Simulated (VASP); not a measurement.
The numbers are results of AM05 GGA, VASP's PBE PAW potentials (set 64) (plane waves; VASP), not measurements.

The input files of a VASP run:

File POSCAR:
```
TiAl
1
    2.8300000000     0.0000000000     0.0000000000
    0.0000000000     2.8300000000     0.0000000000
    0.0000000000     0.0000000000     4.0700000000
Ti Al
1 1
Direct
  0.0000000000   0.0000000000   0.0000000000
  0.5000000000   0.5000000000   0.5000000000
```

File KPOINTS:
```
Regular mesh
0
G
 12 12 8
0 0 0
```

**INCAR**
```
! general
SYSTEM  = TiAl
PREC    = Accurate
ENCUT   = 520
LREAL   = .False.   ! projection in real space or not
LASPH   = .True.

! electronic loop
EDIFF   = 1E-6
NELM    = 100
ALGO    = Normal   ! blocked Davidson
LMAXMIX = 4   ! l cut-off of mixed one-centre charges

! smearing
ISMEAR  = 1   ! Methfessel-Paxton
SIGMA   = 0.1   ! width (eV)

! functional
GGA     = AM   ! AM05

! ions
IBRION  = 2
NSW     = 60   ! most ionic steps
ISIF    = 3   ! ions, shape and volume
EDIFFG  = -0.01   ! ionic stop

! output
LWAVE   = .False.
LCHARG  = .False.
```

POTCAR, in this order: Ti_sv Al (PBE.64 set). Program: vasp_std.

The run wrote:

**OSZICAR**
```
       N       E                     dE             d eps       ncg     rms          rms(c)
DAV:   1     0.889724923763E+02    0.88972E+02   -0.74367E+03  3080   0.137E+03
DAV:   2    -0.900971658521E+01   -0.97982E+02   -0.95465E+02  3113   0.334E+02
DAV:   3    -0.144747970840E+02   -0.54651E+01   -0.52573E+01  4930   0.780E+01
DAV:   4    -0.146543706061E+02   -0.17957E+00   -0.17804E+00  3873   0.119E+01
DAV:   5    -0.146619414298E+02   -0.75708E-02   -0.75632E-02  4447   0.226E+00    0.995E+00
DAV:   6    -0.131150917651E+02    0.15468E+01   -0.13110E+01  3861   0.397E+01    0.335E+00
DAV:   7    -0.129615502138E+02    0.15354E+00   -0.12336E+00  3567   0.118E+01    0.186E+00
DAV:   8    -0.129400649735E+02    0.21485E-01   -0.16381E-01  3521   0.454E+00    0.503E-01
DAV:   9    -0.129384725816E+02    0.15924E-02   -0.27542E-02  3703   0.224E+00    0.227E-01
DAV:  10    -0.129385168396E+02   -0.44258E-04   -0.17790E-03  3934   0.489E-01    0.578E-02
DAV:  11    -0.129385088244E+02    0.80152E-05   -0.44342E-04  4095   0.232E-01    0.445E-02
DAV:  12    -0.129385147102E+02   -0.58857E-05   -0.30175E-05  3558   0.608E-02    0.106E-02
DAV:  13    -0.129385143339E+02    0.37629E-06   -0.13557E-06  2805   0.108E-02
   1 F= -.12938514E+02 E0= -.12938698E+02  d E =-.129385E+02
       N       E                     dE             d eps       ncg     rms          rms(c)
DAV:   1    -0.136031998541E+02   -0.66469E+00   -0.13479E+01  3414   0.562E+01    0.697E+00
DAV:   2    -0.129924442654E+02    0.61076E+00   -0.43176E+00  3622   0.267E+01    0.162E+00
DAV:   3    -0.129300214156E+02    0.62423E-01   -0.39414E-01  3502   0.633E+00    0.650E-01
DAV:   4    -0.129330737856E+02   -0.30524E-02   -0.97909E-02  3488   0.267E+00    0.414E-01
DAV:   5    -0.129391954770E+02   -0.61217E-02   -0.94287E-03  4061   0.894E-01    0.218E-01
DAV:   6    -0.129441962742E+02   -0.50008E-02   -0.10404E-02  4745   0.555E-01    0.122E-01
DAV:   7    -0.129447633724E+02   -0.56710E-03   -0.82139E-04  3792   0.246E-01    0.129E-02
DAV:   8    -0.129447869939E+02   -0.23621E-04   -0.14960E-04  4218   0.804E-02    0.294E-02
DAV:   9    -0.129448212301E+02   -0.34236E-04   -0.70758E-05  3745   0.779E-02    0.619E-03
DAV:  10    -0.129448216384E+02   -0.40830E-06   -0.93553E-06  3659   0.230E-02
   2 F= -.12944822E+02 E0= -.12945005E+02  d E =-.630730E-02
       N       E                     dE             d eps       ncg     rms          rms(c)
DAV:   1    -0.130718373159E+02   -0.12702E+00   -0.23387E+00  3496   0.240E+01    0.315E+00
DAV:   2    -0.129698962127E+02    0.10194E+00   -0.10811E+00  3755   0.126E+01    0.830E-01
DAV:   3    -0.129475443304E+02    0.22352E-01   -0.12126E-01  3598   0.356E+00    0.210E-01
DAV:   4    -0.129486830486E+02   -0.11387E-02   -0.13670E-02  3643   0.843E-01    0.141E-01
DAV:   5    -0.129503506761E+02   -0.16676E-02   -0.26558E-03  4274   0.397E-01    0.118E-01
DAV:   6    -0.129509537074E+02   -0.60303E-03   -0.16266E-03  4480   0.281E-01    0.294E-02
DAV:   7    -0.129509917252E+02   -0.38018E-04   -0.12260E-04  4013   0.891E-02    0.730E-03
DAV:   8    -0.129509949453E+02   -0.32201E-05   -0.12070E-05  4081   0.308E-02    0.436E-03
DAV:   9    -0.129509948543E+02    0.91018E-07   -0.26316E-06  3287   0.137E-02
   3 F= -.12950995E+02 E0= -.12951190E+02  d E =-.124805E-01
```

OUTCAR:
```
------------------------ aborting loop because EDIFF is reached ----------------------------------------
  FORCE on cell =-STRESS in cart. coord.  units (eV):
  Direction    XX          YY          ZZ          XY          YZ          ZX
  --------------------------------------------------------------------------------------
  Total       -0.0026889     -0.0026889     -0.0074358      0.0000000     -0.0000000      0.0000000
  in kB       -0.1365444     -0.1365444     -0.3776006      0.0000000     -0.0000000      0.0000000
  external PRESSURE =      -0.2168965 kB  Pullay stress =       0.0000000 kB
  volume of cell :       31.55
      direct lattice vectors                 reciprocal lattice vectors
     2.799470905  0.000000000  0.000000000     0.357210357  0.000000000  0.000000000
     0.000000000  2.799470905  0.000000000     0.000000000  0.357210357  0.000000000
     0.000000000  0.000000000  4.025827942     0.000000000  0.000000000  0.248396110
 POSITION                                       TOTAL-FORCE (eV/Angst)
 -----------------------------------------------------------------------------------
      0.00000      0.00000      0.00000         0.000000      0.000000      0.000000
      1.39974      1.39974      2.01291         0.000000      0.000000      0.000000
 -----------------------------------------------------------------------------------
    total drift:                               -0.000000      0.000000      0.000000
  FREE ENERGIE OF THE ION-ELECTRON SYSTEM (eV)
  ---------------------------------------------------
  free  energy   TOTEN  =       -12.9509948543 eV

  energy  without entropy=      -12.9515799389  energy(sigma->0) =      -12.95118988

 reached required accuracy - stopping structural energy minimisation
```
(Selected blocks of OUTCAR.)

File CONTCAR:
```
TiAl
   1.00000000000000
     2.7994709047787061    0.0000000000000000    0.0000000000000000
     0.0000000000000000    2.7994709047787061    0.0000000000000000
     0.0000000000000000    0.0000000000000000    4.0258279421458543
  Ti              Al
     1     1
Direct
     0.0000000000000000    0.0000000000000000    0.0000000000000000
     0.5000000000000000    0.5000000000000000    0.5000000000000000
```

**OUTCAR**
```
 val. band max:        8.5040300590   @ k =   0.2500   0.0833   0.3750

 cond. band min:       8.5408467308   @ k =   0.3333   0.2500   0.1250


 Fermi energy:         8.5111446586

 k-point     1 :       0.0000    0.0000    0.0000
  band No.  band energies     occupation
      1     -47.7124      2.00000
      2     -24.2816      2.00000
      3     -23.8135      2.00000
      4     -23.8135      2.00000
      5      -0.6070      2.00000
      6       6.5895      2.00000
      7       7.6697      2.00000
      8       8.2436      2.00102
      9      10.7499      0.00000
     10      10.7499      0.00000
     11      11.9054      0.00000

 k-point     2 :       0.0833    0.0000    0.0000
  band No.  band energies     occupation
      1     -47.7080      2.00000
      2     -24.2773      2.00000
      3     -23.8496      2.00000
      4     -23.8105      2.00000
      5      -0.4674      2.00000
      6       6.7029      2.00000
      7       7.7229      2.00000
      8       8.1108      2.00000
      9      10.7737      0.00000
     10      10.9104      0.00000
     11      11.7658      0.00000

 k-point     3 :       0.1667    0.0000    0.0000
  band No.  band energies     occupation
      1     -47.6960      2.00000
      2     -24.2656      2.00000
      3     -23.9473      2.00000
      4     -23.8020      2.00000
      5      -0.0544      2.00000
      6       7.0017      2.00000
      7       7.7916      2.00000
      8       7.8138      2.00000
      9      10.8398      0.00000
     10      11.3322      0.00000
     11      11.4167      0.00000

 k-point     4 :       0.2500    0.0000    0.0000
  band No.  band energies     occupation
      1     -47.6796      2.00000
      2     -24.2495      2.00000
      3     -24.0790      2.00000
      4     -23.7904      2.00000
      5       0.6177      2.00000
      6       7.3194      2.00000
      7       7.4186      2.00000
      8       7.7068      2.00000
      9      10.9320      0.00000
...
```

Energy and stress use the plane-wave basis of the starting cell.

The compound is TiAl in the L1_0 structure. This run relaxes it. Symmetry was kept, so distortions that lower it aren't found. The electron count is odd and the run is not spin-polarised, which forces a metal.
